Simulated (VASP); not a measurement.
These are SCAN meta-GGA, VASP's PBE PAW potentials (set 64) (plane waves; VASP) values and carry that method's errors.

VASP input:

KPOINTS:
```
Automatic
0
Gamma
  11 11 6
0 0 0
```

INCAR:
```
SYSTEM  =  Tb
PREC  =  Accurate; ENCUT  =  520; LREAL  =  .False.
LASPH  =  .True.
EDIFF  =  1E-6; NELM  =  100; ALGO  =  Normal
LMAXMIX  =  6; LMIXTAU  =  .True.
ISMEAR  =  1; SIGMA  =  0.1
METAGGA  =  SCAN
IBRION  =  2; NSW  =  60; ISIF  =  3
EDIFFG  =  -0.01
LWAVE  =  .False.; LCHARG  =  .False.
```

POSCAR:
```
Tb
1
    1.8000000000    -3.1176910000     0.0000000000
    1.8000000000     3.1176910000     0.0000000000
    0.0000000000     0.0000000000     5.6900000000
Tb
2
Direct
  0.3333330000   0.6666670000   0.2500000000
  0.6666670000   0.3333330000   0.7500000000
```

POTCAR, in this order: Tb_3 (PBE.64 set). Program: vasp_std.

Output

File OSZICAR:
```
...
DAV:   4    -0.935871865863E+02    0.20668E-03   -0.95598E-04  1839   0.387E-01    0.446E-02
DAV:   5    -0.935871926213E+02   -0.60351E-05   -0.75559E-04  1664   0.378E-01    0.272E-02
DAV:   6    -0.935872608985E+02   -0.68277E-04   -0.10390E-03  1664   0.414E-01    0.222E-02
DAV:   7    -0.935870468772E+02    0.21402E-03   -0.49270E-04  1664   0.277E-01    0.113E-02
DAV:   8    -0.935870978123E+02   -0.50935E-04   -0.57999E-05  1664   0.111E-01    0.362E-03
DAV:   9    -0.935871009653E+02   -0.31530E-05   -0.19497E-05  1664   0.626E-02    0.376E-03
DAV:  10    -0.935870998432E+02    0.11221E-05   -0.81863E-06  1674   0.393E-02    0.166E-03
DAV:  11    -0.935870991281E+02    0.71509E-06   -0.47338E-06  1674   0.301E-02
   5 F= -.93587099E+02 E0= -.93587332E+02  d E =-.189522E-02
       N       E                     dE             d eps       ncg     rms          rms(c)
DAV:   1    -0.936044016615E+02   -0.17302E-01   -0.11150E+00  1664   0.806E+00    0.678E-01
DAV:   2    -0.935902854838E+02    0.14116E-01   -0.27101E-02  1944   0.155E+00    0.480E-01
DAV:   3    -0.935895753308E+02    0.71015E-03   -0.61251E-03  1754   0.921E-01    0.231E-01
DAV:   4    -0.935886436852E+02    0.93165E-03   -0.53482E-03  1854   0.904E-01    0.980E-02
DAV:   5    -0.935888100277E+02   -0.16634E-03   -0.42799E-03  1664   0.886E-01    0.566E-02
DAV:   6    -0.935891392640E+02   -0.32924E-03   -0.51983E-03  1664   0.917E-01    0.421E-02
DAV:   7    -0.935883066235E+02    0.83264E-03   -0.24260E-03  1664   0.607E-01    0.202E-02
DAV:   8    -0.935884250064E+02   -0.11838E-03   -0.38554E-04  1664   0.276E-01    0.847E-03
DAV:   9    -0.935884479110E+02   -0.22905E-04   -0.23393E-04  1664   0.214E-01    0.109E-02
DAV:  10    -0.935884327179E+02    0.15193E-04   -0.63111E-05  1684   0.108E-01    0.167E-03
DAV:  11    -0.935884233772E+02    0.93407E-05   -0.30407E-05  1674   0.765E-02    0.940E-04
DAV:  12    -0.935884211133E+02    0.22639E-05   -0.17828E-06  1739   0.182E-02    0.123E-03
DAV:  13    -0.935884201527E+02    0.96059E-06   -0.22989E-07   852   0.636E-03
   6 F= -.93588420E+02 E0= -.93589618E+02  d E =-.321625E-02
       N       E                     dE             d eps       ncg     rms          rms(c)
DAV:   1    -0.935917002468E+02   -0.32791E-02   -0.19313E-01  1669   0.335E+00    0.294E-01
DAV:   2    -0.935888729582E+02    0.28273E-02   -0.47644E-03  1959   0.649E-01    0.181E-01
DAV:   3    -0.935885331208E+02    0.33984E-03   -0.11631E-03  1744   0.400E-01    0.873E-02
DAV:   4    -0.935885268857E+02    0.62351E-05   -0.98822E-04  1819   0.401E-01    0.415E-02
DAV:   5    -0.935885838032E+02   -0.56917E-04   -0.86902E-04  1664   0.408E-01    0.227E-02
DAV:   6    -0.935887707811E+02   -0.18698E-03   -0.10233E-03  1664   0.412E-01    0.215E-02
DAV:   7    -0.935886529410E+02    0.11784E-03   -0.39447E-04  1664   0.247E-01    0.970E-03
DAV:   8    -0.935886121394E+02    0.40802E-04   -0.83101E-05  1674   0.133E-01    0.308E-03
DAV:   9    -0.935886053286E+02    0.68108E-05   -0.37323E-05  1664   0.859E-02    0.376E-03
DAV:  10    -0.935886030934E+02    0.22353E-05   -0.11441E-05  1684   0.464E-02    0.267E-03
DAV:  11    -0.935886024756E+02    0.61774E-06   -0.62524E-06  1664   0.347E-02
   7 F= -.93588602E+02 E0= -.93589424E+02  d E =-.339857E-02
       N       E                     dE             d eps       ncg     rms          rms(c)
DAV:   1    -0.935887181458E+02   -0.11505E-03   -0.62031E-03  1664   0.601E-01    0.514E-02
DAV:   2    -0.935886793477E+02    0.38798E-04   -0.15208E-04  1944   0.116E-01    0.342E-02
DAV:   3    -0.935886956764E+02   -0.16329E-04   -0.35674E-05  1759   0.706E-02    0.165E-02
DAV:   4    -0.935886793003E+02    0.16376E-04   -0.32397E-05  1809   0.722E-02    0.769E-03
DAV:   5    -0.935886723977E+02    0.69026E-05   -0.31492E-05  1664   0.771E-02    0.378E-03
DAV:   6    -0.935886638891E+02    0.85086E-05   -0.33405E-05  1664   0.738E-02    0.418E-03
DAV:   7    -0.935886518990E+02    0.11990E-04   -0.99125E-06  1664   0.381E-02    0.152E-03
DAV:   8    -0.935886593864E+02   -0.74874E-05   -0.27218E-06  1664   0.242E-02    0.598E-04
DAV:   9    -0.935886608399E+02   -0.14535E-05   -0.14317E-06  1512   0.169E-02    0.819E-04
DAV:  10    -0.935886606587E+02    0.18123E-06   -0.33782E-07   832   0.797E-03
   8 F= -.93588661E+02 E0= -.93589560E+02  d E =-.345675E-02
       N       E                     dE             d eps       ncg     rms          rms(c)
DAV:   1    -0.935886675712E+02   -0.67313E-05   -0.50635E-04  1664   0.172E-01    0.148E-02
DAV:   2    -0.935886731932E+02   -0.56220E-05   -0.12439E-05  1954   0.331E-02    0.961E-03
DAV:   3    -0.935886793180E+02   -0.61248E-05   -0.29864E-06  1744   0.209E-02    0.460E-03
DAV:   4    -0.935886754503E+02    0.38677E-05   -0.40695E-06  1674   0.263E-02    0.237E-03
DAV:   5    -0.935886737454E+02    0.17049E-05   -0.23895E-06  1664   0.208E-02    0.148E-03
DAV:   6    -0.935886701286E+02    0.36167E-05   -0.21126E-06  1664   0.182E-02    0.117E-03
DAV:   7    -0.935886672213E+02    0.29073E-05   -0.13123E-06  1280   0.149E-02    0.582E-04
DAV:   8    -0.935886694552E+02   -0.22339E-05   -0.37598E-07   832   0.893E-03    0.144E-04
DAV:   9    -0.935886697569E+02   -0.30163E-06   -0.98164E-08   832   0.383E-03
   9 F= -.93588670E+02 E0= -.93589591E+02  d E =-.346585E-02
       N       E                     dE             d eps       ncg     rms          rms(c)
DAV:   1    -0.935895633716E+02   -0.89392E-03   -0.18209E-02  1664   0.112E+00    0.176E-01
DAV:   2    -0.935893729643E+02    0.19041E-03   -0.17381E-03  1669   0.414E-01    0.790E-02
DAV:   3    -0.935893974961E+02   -0.24532E-04   -0.79435E-04  1674   0.279E-01    0.215E-02
DAV:   4    -0.935892927824E+02    0.10471E-03   -0.22136E-04  1664   0.209E-01    0.150E-02
DAV:   5    -0.935892344161E+02    0.58366E-04   -0.44597E-04  1664   0.305E-01    0.116E-02
DAV:   6    -0.935891334758E+02    0.10094E-03   -0.13218E-04  1664   0.159E-01    0.649E-03
DAV:   7    -0.935890612452E+02    0.72231E-04   -0.12420E-05  1694   0.527E-02    0.388E-03
DAV:   8    -0.935890570118E+02    0.42334E-05   -0.22571E-05  1664   0.658E-02    0.313E-03
DAV:   9    -0.935890686480E+02   -0.11636E-04   -0.17705E-06  1528   0.165E-02    0.814E-04
DAV:  10    -0.935890681562E+02    0.49185E-06   -0.58189E-07   857   0.937E-03
  10 F= -.93589068E+02 E0= -.93590025E+02  d E =-.398399E-03
       N       E                     dE             d eps       ncg     rms          rms(c)
DAV:   1    -0.935890754421E+02   -0.67940E-05   -0.23764E-05  1664   0.410E-02    0.621E-03
DAV:   2    -0.935890597574E+02    0.15685E-04   -0.22489E-06  1328   0.153E-02    0.290E-03
DAV:   3    -0.935890495487E+02    0.10209E-04   -0.14581E-06  1170   0.122E-02    0.116E-03
DAV:   4    -0.935890559346E+02   -0.63859E-05   -0.10270E-06  1188   0.126E-02    0.436E-04
DAV:   5    -0.935890572608E+02   -0.13262E-05   -0.12401E-06  1432   0.140E-02    0.504E-04
DAV:   6    -0.935890578451E+02   -0.58425E-06   -0.14720E-07   832   0.467E-03
  11 F= -.93589058E+02 E0= -.93590014E+02  d E =-.388088E-03
       N       E                     dE             d eps       ncg     rms          rms(c)
DAV:   1    -0.935891599025E+02   -0.10264E-03   -0.18250E-03  1664   0.356E-01    0.558E-02
DAV:   2    -0.935889686120E+02    0.19129E-03   -0.17408E-04  1669   0.131E-01    0.250E-02
DAV:   3    -0.935888539236E+02    0.11469E-03   -0.79709E-05  1674   0.883E-02    0.679E-03
DAV:   4    -0.935888917216E+02   -0.37798E-04   -0.21859E-05  1664   0.656E-02    0.477E-03
DAV:   5    -0.935889422263E+02   -0.50505E-04   -0.42275E-05  1664   0.932E-02    0.394E-03
DAV:   6    -0.935889411584E+02    0.10679E-05   -0.11034E-05  1664   0.453E-02    0.220E-03
DAV:   7    -0.935889638142E+02   -0.22656E-04   -0.12040E-06  1196   0.168E-02    0.110E-03
DAV:   8    -0.935889635442E+02    0.26994E-06   -0.27899E-06  1664   0.229E-02
  12 F= -.93588964E+02 E0= -.93589909E+02  d E =-.293787E-03
```

OUTCAR:
```
------------------------ aborting loop because EDIFF is reached ----------------------------------------
  FORCE on cell =-STRESS in cart. coord.  units (eV):
  Direction    XX          YY          ZZ          XY          YZ          ZX
  --------------------------------------------------------------------------------------
  Total       -0.0033881     -0.0033881      0.0021904      0.0000000     -0.0000000      0.0000000
  in kB       -0.0868996     -0.0868995      0.0561814      0.0000000     -0.0000000      0.0000000
  external PRESSURE =      -0.0392059 kB  Pullay stress =       0.0000000 kB
  volume of cell :       62.47
      direct lattice vectors                 reciprocal lattice vectors
     1.807718193 -3.131059297 -0.000000000     0.276591784 -0.159690364  0.000000000
     1.807718193  3.131059297  0.000000000     0.276591784  0.159690364  0.000000000
    -0.000000000  0.000000000  5.518130305    -0.000000000 -0.000000000  0.181220802
 POSITION                                       TOTAL-FORCE (eV/Angst)
 -----------------------------------------------------------------------------------
      1.80772      1.04369      1.37953         0.000000      0.000000      0.000000
      1.80772     -1.04369      4.13860        -0.000000     -0.000000     -0.000000
 -----------------------------------------------------------------------------------
    total drift:                                0.000004      0.000109     -0.000011
  FREE ENERGIE OF THE ION-ELECTRON SYSTEM (eV)
  ---------------------------------------------------
  free  energy   TOTEN  =       -93.5889635442 eV

  energy  without entropy=      -93.5917992036  energy(sigma->0) =      -93.58990876

 reached required accuracy - stopping structural energy minimisation
```
(Selected blocks of OUTCAR.)

CONTCAR:
```
Tb
   1.00000000000000
     1.8077181932437711   -3.1310592971857871   -0.0000000000000000
     1.8077181932437711    3.1310592971857871    0.0000000000000000
    -0.0000000000000000    0.0000000000000000    5.5181303047792269
  Tb
     2
Direct
     0.3333330000000032    0.6666669999999968    0.2500000000000000
     0.6666669999999968    0.3333330000000032    0.7500000000000000
```

The 4f electrons are frozen in the core of the lanthanide potential, so 4f levels, which can set the real gap, and their magnetism are missing. Energy and stress use the plane-wave basis of the starting cell.

The compound is Tb in the hcp structure. This run relaxes it. Symmetry was kept, so distortions that lower it aren't found.
